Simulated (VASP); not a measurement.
The input files of a VASP run:

KPOINTS:
```
Automatic mesh
0
Gamma
6 6 6
0 0 0
```

**INCAR**
```
SYSTEM = NaI
PREC = Accurate
ENCUT = 400
EDIFF = 1E-6
NELM = 100
ALGO = Normal
LREAL = .FALSE.
LASPH = .TRUE.
ISMEAR = 0
SIGMA = 0.05
GGA = PE
LMAXMIX = 4
LWAVE = .FALSE.
LCHARG = .FALSE.
ISIF = 2
```

### POSCAR
```
NaI
1
    0.0000000000     3.2350000000     3.2350000000
    3.2350000000     0.0000000000     3.2350000000
    3.2350000000     3.2350000000     0.0000000000
Na I
1 1
Direct
  0.0000000000   0.0000000000   0.0000000000
  0.5000000000   0.5000000000   0.5000000000
```

POTCAR, in this order: Na_pv I (PBE.64 set). Program: vasp_gam.

Output of the run:

File standard output:
```
 POSCAR found type information on POSCAR NaI
 POSCAR found :  2 types and       2 ions
 Reading from existing POTCAR
 Reading from existing POTCAR
 LDA part: xc-table for (Slater+PW92), standard interpolation

 -----------------------------------------------------------------------------
|                                                                             |
|     EEEEEEE  RRRRRR   RRRRRR   OOOOOOO  RRRRRR      ###     ###     ###     |
|     E        R     R  R     R  O     O  R     R     ###     ###     ###     |
|     E        R     R  R     R  O     O  R     R     ###     ###     ###     |
|     EEEEE    RRRRRR   RRRRRR   O     O  RRRRRR       #       #       #      |
|     E        R   R    R   R    O     O  R   R                               |
|     E        R    R   R    R   O     O  R    R      ###     ###     ###     |
|     EEEEEEE  R     R  R     R  OOOOOOO  R     R     ###     ###     ###     |
|                                                                             |
|     You are using the Gamma-point-only version with more than one           |
|     k-point or some other non-Gamma k-point.                                |
|                                                                             |
|       ---->  I REFUSE TO CONTINUE WITH THIS SICK JOB ... BYE!!! <----       |
|                                                                             |
 -----------------------------------------------------------------------------
```

### Question
Read the log: what went wrong, and how is it fixed?

### Answer
The cause: the Γ-only program was given a k-mesh. VASP stops with an error: You are using the Gamma-point-only version with more than one k-point or some other non-Gamma k-point. ----> I REFUSE TO CONTINUE WITH THIS SICK JOB ... BYE!!! <---- To mend it, run vasp_std.

The mended run (PBE GGA, plane waves, VASP's PBE PAW potentials (set 64)) converges, and its OSZICAR ends with
```
   1 F= -.53844855E+01 E0= -.53844855E+01  d E =-.174561E-15
```

The compound is NaI in the rock salt structure. The cell was not relaxed at this level.
